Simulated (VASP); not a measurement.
SnTe:

```
Sn Te
1.0
     0.00000    3.14484    3.14484
     3.14484    0.00000    3.14484
     3.14484    3.14484    0.00000
Sn Te
1 1
Cartesian
  0.0000 0.0000 0.0000
  3.1448 3.1448 3.1448
```

Base run:

| Quantity | Value |
| --- | --- |
| Program | VASP 6.6.1 |
| Functional | PBE0 |
| Potentials or basis | VASP PAW PBE potentials, release 64 (Sn_d, Te) |
| Cutoff | 520 eV |
| k mesh | 6 × 6 × 6 |
| Occupations | gaussian, width 0.03 eV |
| Spin | no spin polarisation |

Its results: band gap on the k mesh 0.22 eV, direct; pressure 1.2 GPa.

Problem. The run is repeated on the same cell with these changes: functional from PBE0 to PBE; further incar settings from ALGO = Normal; EDIFF = 1e-06; NBANDS = 17 to ALGO = Fast; EDIFF = 1e-06; NBANDS = 17. What comes out?

Solution. Band gap on the k mesh 0.11 eV, direct; pressure 2.5 GPa.

Caveats: spin-orbit coupling is left out, which moves the levels of the heavy elements; the PAW data sets were made with another functional, which shifts forces and pressure a little (some runs).
